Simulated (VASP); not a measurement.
Set up this calculation in VASP 6.6.1, as the native input.

* Task: relaxation of the atoms
* Functional: PBE
* Potentials or basis: VASP PAW PBE potentials, release 64 (Ti_sv, N)
* Cutoff: 520 eV
* k mesh: 13 × 13 × 1
* Occupations: methfessel-paxton, width 0.1 eV
* Spin: no spin polarisation
* Dipole correction: yes
* Further INCAR settings: ALGO = Normal; EDIFF = 1e-06; IBRION = 2; EDIFFG = -0.02; NSW = 80

The structure of TiN lies in POSCAR:

```
TiN
1.0
    3.0042124600      0.0000000000      0.0000000000
    0.0000000000      3.0042124600      0.0000000000
    0.0000000000      0.0000000000     27.7457940000
Ti N
7 7
Direct
    0.5000000000      0.5000000000      0.2703112400
    0.0000000000      0.0000000000      0.3468741600
    0.5000000000      0.5000000000      0.4234370800
    0.0000000000      0.0000000000      0.5000000000
    0.5000000000      0.5000000000      0.5765629200
    0.0000000000      0.0000000000      0.6531258400
    0.5000000000      0.5000000000      0.7296887600
    0.0000000000      0.0000000000      0.2703112400
    0.5000000000      0.5000000000      0.3468741600
    0.0000000000      0.0000000000      0.4234370800
    0.5000000000      0.5000000000      0.5000000000
    0.0000000000      0.0000000000      0.5765629200
    0.5000000000      0.5000000000      0.6531258400
    0.0000000000      0.0000000000      0.7296887600
```

The input as run:

INCAR

```
SYSTEM = TiN
PREC     = Accurate       ! precision mode
ENCUT    = 520            ! plane-wave cutoff, eV
EDIFF    = 1E-6           ! SCF threshold, eV
ISMEAR   = 1              ! smearing method
SIGMA    = 0.1            ! smearing width, eV
LREAL    = .FALSE.        ! projectors in reciprocal space
LASPH    = .TRUE.         ! aspherical terms in the spheres
NELM     = 80             ! most SCF steps
ALGO     = Normal         ! electronic algorithm
ISIF     = 2              ! what is computed and relaxed
LWAVE    = .FALSE.        ! write WAVECAR
LCHARG   = .FALSE.        ! write CHGCAR
LDIPOL   = .TRUE.       
IDIPOL   = 3            
DIPOL    = 0.5 0.5 0.500
GGA      = PE             ! functional
IBRION   = 2              ! ionic algorithm
NSW      = 80             ! ionic steps
EDIFFG   = -0.02          ! ionic threshold
KPAR     = 4
```

KPOINTS

```
regular mesh
0
G
  13 13 1
  0 0 0
```

Potentials or basis: VASP PAW PBE potentials, release 64 (Ti_sv, N).

Launch:

```sh
$ cat potpaw_PBE.64/Ti_sv/POTCAR potpaw_PBE.64/N/POTCAR > POTCAR
$ mpirun -np 4 vasp_std > vasp.out
```

Results of the run:

```
Energy gained by relaxing    : 24.4 meV/atom
Ionic steps                  : 7
Largest force after relaxing : 0.020 eV/Å
Band gap on the k mesh       : none (metal or under the smearing width)
```

It took 19 min on 4 MPI ranks on Intel(R) Xeon(R) Platinum 8259CL CPU @ 2.50GHz (Skylake/Cascade Lake) (shared host), peak memory 0.59 GiB a rank.
